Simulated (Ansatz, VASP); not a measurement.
# LaB6 in two plane-wave programs, part 2 of 3

Aim: how closely do two programs agree when they are given the same cell, functional and k mesh? The cell is taken from a series of runs on this material, whose earlier steps may have relaxed, scaled, displaced or heated it; both programs get it as it stands.

VASP 6.6.1 and Ansatz 0.2.0.

So far: Set-up; Ansatz: zone-centre phonons, PBE.

## (3) VASP: zone-centre phonons, PBE

Level of this step: PBE; plane waves and PAW (La, B) (VASP).

The same cell, functional, mesh and smearing now go to VASP, with its own data sets.

Lines of VASP's logs that name or quote its potential files are left out, and so is its time.

INCAR

```
SYSTEM = LaB6
PREC = Accurate
ENCUT = 500
EDIFF = 1E-08
NELM = 200
ISMEAR = 1
SIGMA = 0.15
LREAL = .FALSE.
ALGO = Normal
GGA = PE
NBANDS = 21
LASPH = .TRUE.
LORBIT = 11
LWAVE = .FALSE.
LCHARG = .FALSE.
ISIF = 2
IBRION = 8
GGA_COMPAT = .FALSE.
LMAXMIX = 6
KPAR = 2
```

POSCAR

```
LaB6
1.0
    4.1546928052      0.0000000000      0.0000000000
    0.0000000000      4.1546928052      0.0000000000
    0.0000000000      0.0000000000      4.1546928052
La B
1 6
Direct
    0.0000000000      0.0000000000      0.0000000000
    0.1998272938      0.5000000000      0.5000000000
    0.5000000000      0.1998272938      0.5000000000
    0.8001727062      0.5000000000      0.5000000000
    0.5000000000      0.8001727062      0.5000000000
    0.5000000000      0.5000000000      0.1998272938
    0.5000000000      0.5000000000      0.8001727062
```

KPOINTS

```
Automatic mesh
0
Gamma
8 8 8
0 0 0
```

Potentials, in the order of the species: La and B (PBE family, release 64).

Started as:

```bash
> mpirun -np 2 vasp_std
```

What it wrote:

```text
[banner, memory and clock lines left out]
running    2 mpi-ranks, on    1 nodes
 distrk:  each k-point on    1 cores,    2 groups
 distr:  one band on    1 cores,    1 groups

 POSCAR found type information on POSCAR LaB
 POSCAR found :  2 types and       7 ions
 LDA part: xc-table for (Slater+PW92), standard interpolation
 POSCAR, INCAR and KPOINTS ok, starting setup
 FFT: planning ... GRIDC
 FFT: planning ... GRID_SOFT
 FFT: planning ... GRID
 WAVECAR not read
 entering main loop
       N       E                     dE             d eps       ncg     rms          rms(c)
DAV:   1     0.218935696080E+03    0.21894E+03   -0.10971E+04  1526   0.170E+03
DAV:   2    -0.146057732011E+02   -0.23354E+03   -0.21016E+03  1814   0.292E+02
DAV:   3    -0.518834940875E+02   -0.37278E+02   -0.32503E+02  2139   0.150E+02
DAV:   4    -0.534483087097E+02   -0.15648E+01   -0.15560E+01  2661   0.296E+01
DAV:   5    -0.535054202879E+02   -0.57112E-01   -0.56995E-01  2307   0.419E+00    0.910E+00
DAV:   6    -0.493744822056E+02    0.41309E+01   -0.10175E+01  2247   0.178E+01    0.463E+00
DAV:   7    -0.490910555317E+02    0.28343E+00   -0.46601E+00  2511   0.113E+01    0.191E+00
DAV:   8    -0.492206822390E+02   -0.12963E+00   -0.23217E+00  2528   0.143E+01    0.150E+00
DAV:   9    -0.490737597500E+02    0.14692E+00   -0.36403E-01  2488   0.476E+00    0.720E-01
DAV:  10    -0.490523946681E+02    0.21365E-01   -0.27504E-01  2610   0.412E+00    0.201E-01
DAV:  11    -0.490519604040E+02    0.43426E-03   -0.14280E-02  2450   0.104E+00    0.127E-01
DAV:  12    -0.490516747376E+02    0.28567E-03   -0.76347E-04  2640   0.214E-01    0.808E-02
DAV:  13    -0.490513302363E+02    0.34450E-03   -0.21568E-03  2572   0.399E-01    0.620E-03
DAV:  14    -0.490513381670E+02   -0.79307E-05   -0.87635E-05  2318   0.731E-02    0.286E-03
DAV:  15    -0.490513387349E+02   -0.56789E-06   -0.38873E-06  2645   0.162E-02    0.227E-03
DAV:  16    -0.490513384622E+02    0.27268E-06   -0.35081E-07  2437   0.567E-03    0.816E-04
DAV:  17    -0.490513382908E+02    0.17137E-06   -0.33272E-07  2668   0.501E-03    0.719E-04
DAV:  18    -0.490513383335E+02   -0.42672E-07   -0.10007E-07  2380   0.285E-03    0.108E-04
DAV:  19    -0.490513383395E+02   -0.60043E-08   -0.43667E-09  1250   0.561E-04
   1 F= -.49051338E+02 E0= -.49051316E+02  d E =-.684442E-04
 Linear response reoptimize wavefunctions to high precision
DAV:   1    -0.490513383395E+02   -0.14325E-10   -0.24696E-09  1838   0.494E-04
DAV:   2    -0.490513383397E+02   -0.14711E-09   -0.40374E-10  1065   0.188E-04
DAV:   3    -0.490513383396E+02    0.10095E-09   -0.23616E-10  1065   0.191E-04
 Linear response DOF=           3
 Linear response progress:
  Degree of freedom:   1/  3
       N       E                     dE             d eps       ncg     rms          rms(c)
RMM:   1    -0.278898725375E+00   -0.27890E+00   -0.54539E-01  5021   0.211E+01
RMM:   2    -0.262536818552E+00    0.16362E-01   -0.84667E-02  5083   0.244E+00    0.787E-02
RMM:   3    -0.265278088954E+00   -0.27413E-02   -0.32125E-02  6433   0.106E+00    0.680E-02
RMM:   4    -0.266863198176E+00   -0.15851E-02   -0.10364E-02  7162   0.437E-01    0.722E-02
RMM:   5    -0.269006447788E+00   -0.21432E-02   -0.32691E-03  6639   0.299E-01    0.246E-02
RMM:   6    -0.269140617580E+00   -0.13417E-03   -0.16158E-03  7439   0.124E-01    0.157E-02
RMM:   7    -0.268657458181E+00    0.48316E-03   -0.76695E-04  6052   0.120E-01    0.326E-02
RMM:   8    -0.269347995683E+00   -0.69054E-03   -0.18590E-04  6382   0.812E-02    0.825E-03
RMM:   9    -0.269559542450E+00   -0.21155E-03   -0.98299E-05  7121   0.476E-02    0.558E-03
RMM:  10    -0.269636643093E+00   -0.77101E-04   -0.49130E-05  7742   0.234E-02    0.192E-03
RMM:  11    -0.269600256692E+00    0.36386E-04   -0.20587E-05  7368   0.124E-02    0.252E-03
RMM:  12    -0.269626220998E+00   -0.25964E-04   -0.22525E-05  7878   0.784E-03    0.143E-03
RMM:  13    -0.269638299831E+00   -0.12079E-04   -0.20166E-05  7722   0.499E-03    0.825E-04
RMM:  14    -0.269647798787E+00   -0.94990E-05   -0.15463E-05  7438   0.355E-03    0.677E-04
[...]
RMM:  22    -0.269665533406E+00    0.38393E-06   -0.11929E-06  7548   0.102E-03    0.131E-04
RMM:  23    -0.269665413594E+00    0.11981E-06   -0.91124E-07  7682   0.987E-04    0.147E-04
RMM:  24    -0.269665699917E+00   -0.28632E-06   -0.71558E-07  7601   0.976E-04    0.134E-04
RMM:  25    -0.269666496443E+00   -0.79653E-06   -0.60838E-07  7784   0.988E-04    0.857E-05
RMM:  26    -0.269667162939E+00   -0.66650E-06   -0.45488E-07  7979   0.973E-04    0.472E-05
RMM:  27    -0.269667329624E+00   -0.16669E-06   -0.40987E-07  7846   0.943E-04    0.390E-05
RMM:  28    -0.269667330064E+00   -0.43946E-09   -0.29761E-07  7668   0.931E-04    0.409E-05
RMM:  29    -0.269667323089E+00    0.69752E-08   -0.29100E-07  7668   0.924E-04    0.431E-05
 first order change of Fermi-energy   0.12930E-04
 force on displaced ion       1 direction 1 :  -5.089   0.000  -0.000
 Linear response progress:
  Degree of freedom:   2/  3
       N       E                     dE             d eps       ncg     rms          rms(c)
RMM:   1    -0.589932751663E-01   -0.58993E-01    0.26576E-03  7026   0.147E+00
RMM:   2    -0.509304304383E-01    0.80628E-02   -0.69962E-03  5733   0.563E-01    0.190E-01
RMM:   3    -0.505596542771E-01    0.37078E-03   -0.27830E-03  5133   0.295E-01    0.957E-02
RMM:   4    -0.510511938687E-01   -0.49154E-03   -0.15986E-03  6071   0.203E-01    0.298E-02
RMM:   5    -0.510700237737E-01   -0.18830E-04   -0.28672E-04  5105   0.966E-02    0.153E-02
RMM:   6    -0.512091894731E-01   -0.13917E-03   -0.65860E-05  6283   0.408E-02    0.303E-03
RMM:   7    -0.511959137498E-01    0.13276E-04   -0.26286E-05  6650   0.195E-02    0.315E-03
RMM:   8    -0.512022329395E-01   -0.63192E-05   -0.47335E-06  7210   0.102E-02    0.721E-04
RMM:   9    -0.512031570891E-01   -0.92415E-06    0.20034E-06  7810   0.457E-03    0.485E-04
RMM:  10    -0.512082796148E-01   -0.51225E-05   -0.14419E-06  7420   0.292E-03    0.332E-04
RMM:  11    -0.512079528601E-01    0.32675E-06   -0.85804E-09  7389   0.183E-03    0.977E-05
RMM:  12    -0.512082434706E-01   -0.29061E-06    0.18419E-08  8046   0.105E-03    0.468E-05
RMM:  13    -0.512083175067E-01   -0.74036E-07    0.18892E-07  7732   0.727E-04    0.338E-05
RMM:  14    -0.512084472300E-01   -0.12972E-06    0.42543E-08  7753   0.637E-04    0.153E-05
RMM:  15    -0.512084300416E-01    0.17188E-07    0.30856E-08  7806   0.560E-04    0.636E-06
RMM:  16    -0.512084393021E-01   -0.92606E-08    0.50407E-08  7539   0.508E-04    0.370E-06
 first order change of Fermi-energy   0.59158E+00
 force on displaced ion       2 direction 1 : -36.249  -0.000   0.000
 Linear response progress:
  Degree of freedom:   3/  3
       N       E                     dE             d eps       ncg     rms          rms(c)
RMM:   1    -0.495188440555E-01   -0.49519E-01    0.13715E-02 18134   0.114E+00
RMM:   2    -0.452720707709E-01    0.42468E-02   -0.35237E-03 12042   0.508E-01    0.139E-01
RMM:   3    -0.452713619843E-01    0.70879E-06   -0.15162E-03 14354   0.218E-01    0.718E-02
RMM:   4    -0.456689433165E-01   -0.39758E-03   -0.97196E-04 14587   0.172E-01    0.162E-02
RMM:   5    -0.456283114874E-01    0.40632E-04   -0.14550E-04 15307   0.683E-02    0.861E-03
RMM:   6    -0.456981840447E-01   -0.69873E-04   -0.41100E-05 16067   0.307E-02    0.287E-03
RMM:   7    -0.456656450133E-01    0.32539E-04   -0.10961E-05 17211   0.127E-02    0.175E-03
RMM:   8    -0.456781820824E-01   -0.12537E-04   -0.34201E-06 17956   0.628E-03    0.541E-04
RMM:   9    -0.456806064022E-01   -0.24243E-05   -0.10679E-06 18104   0.358E-03    0.262E-04
RMM:  10    -0.456817554108E-01   -0.11490E-05   -0.36350E-07 18575   0.189E-03    0.116E-04
RMM:  11    -0.456812100000E-01    0.54541E-06   -0.13005E-07 18386   0.115E-03    0.799E-05
RMM:  12    -0.456814114867E-01   -0.20149E-06   -0.18214E-08 18479   0.771E-04    0.204E-05
RMM:  13    -0.456814676314E-01   -0.56145E-07   -0.29602E-08 18696   0.545E-04    0.126E-05
RMM:  14    -0.456814267267E-01    0.40905E-07   -0.24815E-08 17947   0.445E-04    0.372E-06
RMM:  15    -0.456814082655E-01    0.18461E-07   -0.32472E-08 18334   0.386E-04    0.278E-06
RMM:  16    -0.456814092810E-01   -0.10154E-08   -0.26701E-08 17617   0.356E-04    0.212E-06
 first order change of Fermi-energy  -0.49315E-05
 force on displaced ion       2 direction 2 :  -0.001 -13.132   0.000
 Linear response finished
```

[end of part 2 of 3]

[Lines on the potential files, build, host, timing and source positions are cut from VASP's logs without a mark.]

[Logs are printed without paths, hosts, clocks, repeated set-up lines and the standing remarks that a program may print on its own settings, such as how far it seeks lower states.]

[Hosts, paths, dates, database ids (printed as entryN), source tags and the programs' standing remarks are cut or masked in the printed files.]
